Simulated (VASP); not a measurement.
Crystal: Si2Mo.

```
CELL_PARAMETERS angstrom
-1.60000 1.60000 3.93050
1.60000 -1.60000 3.93050
1.60000 1.60000 -3.93050
ATOMIC_POSITIONS crystal
Si 0.33300 0.33300 0.00000
Si 0.66700 0.66700 0.00000
Mo 0.00000 0.00000 0.00000
```

* Program: VASP 6.6.1
* Task: relaxation of cell and atoms
* Functional: r2SCAN
* Potentials or basis: VASP PAW PBE potentials, release 64 (Si, Mo_sv)
* Cutoff: 600 eV
* k mesh: 16 × 16 × 16
* Occupations: methfessel-paxton, width 0.1 eV
* Spin: no spin polarisation

At the start: pressure -1.0 GPa; volume 13.42 Å³/atom.

Task: Where does the relaxation end?

Result: Over 6 steps the energy falls by 2.8 meV/atom and the volume is 13.38 Å³/atom (-0.3 %); space group I4/mmm (No. 139, to 0.05 Å).

The path:
```tsv
step	energy change (eV)	largest force (eV/Å)	pressure (GPa)	volume (Å³)
1	0.0000	0.3544	-1.04	40.25
2	-0.0044	0.0144	2.41	39.74
3	-0.0067	0.1318	1.09	39.93
4	-0.0078	0.0477	-0.71	40.29
5	-0.0083	0.0143	-0.08	40.16
6	-0.0084	0.0028	0.01	40.14
```

Final structure:
```
Si Mo
1.0
    -1.60164    1.60164    3.91193
     1.60164   -1.60164    3.91193
     1.60164    1.60164   -3.91193
Si Mo
2 1
Direct
  0.33531 0.33531 0.00000
  0.66469 0.66469 0.00000
  0.00000 0.00000 0.00000
```

Caveat: the PAW data sets were made with another functional, which shifts forces and pressure a little.
